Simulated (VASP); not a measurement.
Here is the system:

```
HfB2
1.0
    1.55958    -2.70127     0.00000
    1.55958     2.70127     0.00000
    0.00000     0.00000     3.45840
Hf B
1 2
Direct
  0.00000   0.00000   0.00000
  0.33333   0.66667   0.50000
  0.66667   0.33333   0.50000
```

These are PBE GGA with D3 dispersion (Becke-Johnson damping), VASP's PBE PAW potentials (set 64) (plane waves; VASP) values and carry that method's errors. Settings: 520 eV cut-off, Gaussian smearing of 0.050 eV, potentials Hf_pv B.

Task: Give the energies of bands 5 to 11 at the high-symmetry points, in eV from the Fermi level.

Result: 
```json
[
 {"band": "5", "Γ": "-3.27", "M": "-9.28", "K": "-8.53", "A": "-8.66", "L": "-7.75", "H": "-9.44"},
 {"band": "6", "Γ": "-3.15", "M": "-4.41", "K": "-8.06", "A": "-1.42", "L": "-5.25", "H": "-5.74"},
 {"band": "7", "Γ": "-3.15", "M": "-3.67", "K": "-2.86", "A": "-1.42", "L": "-4.99", "H": "-3.38"},
 {"band": "8", "Γ": "-2.99", "M": "-3.13", "K": "-2.86", "A": "0.12", "L": "-2.85", "H": "-3.38"},
 {"band": "9", "Γ": "3.92", "M": "1.94", "K": "1.55", "A": "0.12", "L": "3.90", "H": "4.38"},
 {"band": "10", "Γ": "3.92", "M": "2.58", "K": "1.55", "A": "0.81", "L": "4.05", "H": "5.34"},
 {"band": "11", "Γ": "4.55", "M": "5.52", "K": "3.31", "A": "0.81", "L": "6.21", "H": "6.92"}
]
```

It has no gap at this level: it comes out as a metal or semimetal.

The compound is HfB2 in the AlB2 type structure. It was relaxed first.
